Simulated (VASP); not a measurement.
Output of a VASP run:

OSZICAR:
```
...
RMM:  15    -0.152515226089E+03   -0.15120E-04   -0.20930E-05   937   0.580E-03    0.226E-02
RMM:  16    -0.152515220438E+03    0.56518E-05   -0.10446E-05   851   0.456E-03
   1 F= -.15251522E+03 E0= -.15249595E+03  d E =-.152515E+03  mag=     1.0000
       N       E                     dE             d eps       ncg     rms          rms(c)
DAV:   1    -0.152518320580E+03   -0.30945E-02   -0.10756E+00  1468   0.164E+00    0.182E-01
RMM:   2    -0.152518993591E+03   -0.67301E-03   -0.78882E-03  1392   0.153E-01    0.454E-02
RMM:   3    -0.152519094183E+03   -0.10059E-03   -0.10886E-03  1392   0.585E-02    0.401E-02
RMM:   4    -0.152519097176E+03   -0.29930E-05   -0.16095E-04  1390   0.222E-02    0.276E-02
RMM:   5    -0.152519097250E+03   -0.73967E-07   -0.47718E-05  1041   0.115E-02
   2 F= -.15251910E+03 E0= -.15249982E+03  d E =-.387681E-02  mag=     1.0000
       N       E                     dE             d eps       ncg     rms          rms(c)
DAV:   1    -0.152521399075E+03   -0.23019E-02   -0.25975E+00  1440   0.256E+00    0.284E-01
RMM:   2    -0.152523021018E+03   -0.16219E-02   -0.19104E-02  1392   0.239E-01    0.709E-02
RMM:   3    -0.152523269511E+03   -0.24849E-03   -0.26567E-03  1392   0.915E-02    0.636E-02
RMM:   4    -0.152523278833E+03   -0.93222E-05   -0.39178E-04  1398   0.348E-02    0.437E-02
RMM:   5    -0.152523281006E+03   -0.21731E-05   -0.11985E-04  1381   0.182E-02    0.983E-03
RMM:   6    -0.152523282198E+03   -0.11917E-05   -0.20212E-05   884   0.661E-03
   3 F= -.15252328E+03 E0= -.15250400E+03  d E =-.806176E-02  mag=     1.0000
       N       E                     dE             d eps       ncg     rms          rms(c)
DAV:   1    -0.152517864671E+03    0.54163E-02   -0.10387E+01  1440   0.511E+00    0.573E-01
RMM:   2    -0.152524344054E+03   -0.64794E-02   -0.75915E-02  1392   0.477E-01    0.142E-01
RMM:   3    -0.152525318511E+03   -0.97446E-03   -0.10465E-02  1392   0.182E-01    0.126E-01
RMM:   4    -0.152525352679E+03   -0.34168E-04   -0.15377E-03  1398   0.692E-02    0.884E-02
RMM:   5    -0.152525357763E+03   -0.50845E-05   -0.46934E-04  1396   0.360E-02    0.211E-02
RMM:   6    -0.152525364257E+03   -0.64934E-05   -0.75694E-05  1079   0.128E-02
   4 F= -.15252536E+03 E0= -.15250609E+03  d E =-.101438E-01  mag=     1.0000
       N       E                     dE             d eps       ncg     rms          rms(c)
DAV:   1    -0.152524964806E+03    0.39296E-03   -0.94791E-01  1440   0.154E+00    0.178E-01
RMM:   2    -0.152525544076E+03   -0.57927E-03   -0.68326E-03  1392   0.143E-01    0.427E-02
RMM:   3    -0.152525630476E+03   -0.86400E-04   -0.94373E-04  1392   0.548E-02    0.336E-02
RMM:   4    -0.152525633332E+03   -0.28557E-05   -0.13821E-04  1393   0.208E-02    0.235E-02
RMM:   5    -0.152525633682E+03   -0.34961E-06   -0.38879E-05   965   0.105E-02
   5 F= -.15252563E+03 E0= -.15250635E+03  d E =-.104132E-01  mag=     1.0000
       N       E                     dE             d eps       ncg     rms          rms(c)
DAV:   1    -0.152526428112E+03   -0.79478E-03   -0.11972E+00  1440   0.167E+00    0.193E-01
RMM:   2    -0.152527170821E+03   -0.74271E-03   -0.84479E-03  1392   0.157E-01    0.504E-02
RMM:   3    -0.152527279962E+03   -0.10914E-03   -0.11753E-03  1392   0.602E-02    0.426E-02
RMM:   4    -0.152527282974E+03   -0.30112E-05   -0.17241E-04  1390   0.230E-02    0.286E-02
RMM:   5    -0.152527283739E+03   -0.76595E-06   -0.44402E-05  1047   0.113E-02
   6 F= -.15252728E+03 E0= -.15250800E+03  d E =-.165006E-02  mag=     1.0000
```

### OUTCAR
```
------------------------ aborting loop because EDIFF is reached ----------------------------------------
  FORCE on cell =-STRESS in cart. coord.  units (eV):
  Direction    XX          YY          ZZ          XY          YZ          ZX
  --------------------------------------------------------------------------------------
  Total       -7.3816217     -7.4139056     -7.4054572      0.0272487     -0.0386749      0.0511001
  in kB       -5.0842373     -5.1064734     -5.1006544      0.0187681     -0.0266381      0.0351962
  external PRESSURE =      -5.0971217 kB  Pullay stress =       0.0000000 kB
  volume of cell :     2326.14
      direct lattice vectors                 reciprocal lattice vectors
    13.249887362  0.000000000  0.000000000     0.075472340  0.000000000  0.000000000
     0.000000000 13.249887362  0.000000000     0.000000000  0.075472340  0.000000000
     0.000000000  0.000000000 13.249887362     0.000000000  0.000000000  0.075472340
  FREE ENERGIE OF THE ION-ELECTRON SYSTEM (eV)
  ---------------------------------------------------
  free  energy   TOTEN  =      -152.5272837395 eV

  energy  without entropy=     -152.4887200378  energy(sigma->0) =     -152.50800189

 total charge

# of ion       s       p       d       tot
------------------------------------------
    1        0.453   0.281   9.531  10.265
    2        0.453   0.282   9.530  10.266
    3        0.453   0.282   9.530  10.266
    4        0.453   0.284   9.531  10.268
    5        0.453   0.281   9.531  10.264
    6        0.453   0.282   9.531  10.266
    7        0.453   0.281   9.531  10.264
    8        0.453   0.281   9.531  10.265
    9        0.465   0.279   9.526  10.270
   10        0.465   0.278   9.526  10.269
   11        0.453   0.282   9.531  10.266
   12        0.465   0.279   9.526  10.270
   13        0.453   0.281   9.531  10.264
   14        0.453   0.281   9.531  10.264
   15        0.453   0.284   9.530  10.268
   16        0.453   0.282   9.530  10.266
   17        0.453   0.282   9.530  10.265
   18        0.453   0.282   9.530  10.265
   19        0.453   0.281   9.531  10.264
   20        0.453   0.282   9.530  10.266
   21        0.464   0.279   9.526  10.269
   22        0.453   0.282   9.530  10.266
   23        0.453   0.284   9.530  10.268
   24        0.453   0.282   9.530  10.265
   25        0.453   0.282   9.530  10.265
   26        0.453   0.281   9.531  10.264
   27        0.453   0.282   9.531  10.265
   28        0.453   0.281   9.531  10.264
   29        0.453   0.281   9.531  10.264
   30        0.453   0.281   9.531  10.264
   31        0.453   0.281   9.531  10.264
   32        0.453   0.284   9.530  10.268
   33        1.349   2.036   0.016   3.401
   34        1.349   2.036   0.016   3.401
   35        1.349   2.036   0.016   3.401
   36        1.348   2.040   0.017   3.405
   37        1.349   2.036   0.016   3.401
   38        1.349   2.036   0.016   3.401
   39        1.348   2.040   0.017   3.404
   40        1.349   2.036   0.016   3.401
   41        1.349   2.036   0.016   3.400
   42        1.349   2.036   0.016   3.400
   43        1.349   2.036   0.016   3.401
   44        1.348   2.040   0.017   3.404
   45        1.348   2.040   0.017   3.404
   46        1.348   2.040   0.017   3.405
   47        1.348   2.039   0.016   3.403
   48        1.349   2.036   0.016   3.401
...
```
(Selected blocks of OUTCAR.)

**POSCAR**
```
Cd32PTe31
1
   13.2498873621     0.0000000000     0.0000000000
    0.0000000000    13.2498873621    -0.0000000000
   -0.0000000000    -0.0000000000    13.2498873621
Cd Te P
32 31 1
Direct
  0.5004873660   0.0008306239   0.0008270934
  0.7501034672   0.2496192717   0.0010803105
  0.7500558628   0.0009778592   0.2496507702
  0.9998955172   0.0001331155   0.0000806448
  0.2504877312   0.2501331921   0.0005117194
  0.4996660154   0.5002194490   0.0010161992
  0.7497581413   0.7493094762   0.0007252467
  0.2505640026   0.0006288689   0.2503183164
  0.5135346747   0.2639696542   0.2637584873
  0.7351656758   0.4855818389   0.2643658355
  0.4994389165   0.0012071341   0.4999021934
  0.7355266681   0.2634834630   0.4857410882
  0.7497714551   0.0005257148   0.7495245328
  0.9992481202   0.4996882687   0.0007731025
  0.2501979598   0.7498497993   0.0001237998
  0.9989519286   0.2498453804   0.2497669352
  0.2507250446   0.4999289532   0.2495878013
  0.4999680311   0.7492373818   0.2495959613
  0.9995129449   0.0005501013   0.4997279326
  0.2509655482   0.2496433613   0.5000350187
  0.5133948203   0.4866803479   0.4865773246
  0.7502094404   0.7487372763   0.5001121065
  0.2501873077   0.0001948594   0.7497887165
  0.4997233057   0.2499118537   0.7490340806
  0.7502039832   0.4998941198   0.7486588168
  0.9990350723   0.7490852786   0.2504685542
  0.9983086576   0.5000208741   0.5002938109
  0.2503677318   0.7497041569   0.4999110419
  0.9991464493   0.2504599658   0.7492067654
  0.2506508167   0.4996261879   0.7493670775
  0.5004409227   0.7493156718   0.7493167827
  0.9999016047   0.7498726278   0.7498282742
  0.6234032663   0.1269912557   0.1270127689
  0.8727802598   0.3761866350   0.1270177974
  0.8732374310   0.1264671206   0.3760450633
  0.1251443450   0.1248497528   0.1248801134
  0.3765973357   0.3737743061   0.1264631745
  0.6261196926   0.6229945013   0.1267800059
  0.8750779584   0.8748480521   0.1248692359
  0.3768273221   0.1268957582   0.3733725006
  0.8724519643   0.6224536910   0.3731957768
  0.6258352277   0.1262964780   0.6234750903
  0.8723651396   0.3728355745   0.6224553413
  0.8751051756   0.1248976639   0.8747885877
  0.1246609098   0.6251588284   0.1248085404
  0.3748420999   0.8753355271   0.1247505130
  0.1249159866   0.3749553713   0.3751501434
  0.3760999231   0.6237718310   0.3756879427
  0.6250538844   0.8750552769   0.3750490286
  0.1247988032   0.1249427951   0.6251055718
  0.3766972901   0.3762681888   0.6230452205
  0.6234768100   0.6229906823   0.6229838258
  0.8750158808   0.8749672476   0.6249971725
  0.3748828173   0.1248732742   0.8751609383
  0.6250728543   0.3749750497   0.8749671917
  0.8749570978   0.6249274324   0.8748409125
  0.1247626990   0.8749436721   0.3749646824
  0.1248440899   0.6248992375   0.6249859585
  0.3748989972   0.8748807894   0.6250718803
  0.1247434147   0.3749673685   0.8748319733
  0.3748915415   0.6251130907   0.8747568604
  0.6249617881   0.8748980067   0.8750690193
  0.1249914236   0.8749951628   0.8749544908
  0.6240193871   0.3750632507   0.3753153370
```

Problem. Reconstruct the remaining input files.

Solution. One answer among several that fit: the input of the run itself, PBE GGA, plane waves, VASP's PBE PAW potentials (set 64).

KPOINTS:
```
Automatic mesh
0
Gamma
1 1 1
0 0 0
```

**INCAR**
```
SYSTEM = Cd32PTe31
PREC = Normal; ENCUT = 400; LREAL = Auto
LASPH = .True.; ISYM = 0
EDIFF = 1E-5; NELM = 100; NELMIN = 4
ALGO = Fast; LMAXMIX = 4
ISMEAR = 0; SIGMA = 0.05
GGA = PE
ISPIN = 2; MAGMOM = 64*0.0156; NUPDOWN = 1
IBRION = 2; NSW = 120; ISIF = 2
EDIFFG = -0.03
LWAVE = .False.; LCHARG = .False.; LORBIT = 10
```

POTCAR, in this order: Cd Te P (PBE.64 set). Program: vasp_gam.

The supercell is sampled at Γ alone, which is coarse: total energies, pressure and levels can be off, energies of defects by several tenths of an eV.

The cell is a supercell with a defect, built from CdTe (zinc blende): P_Te.
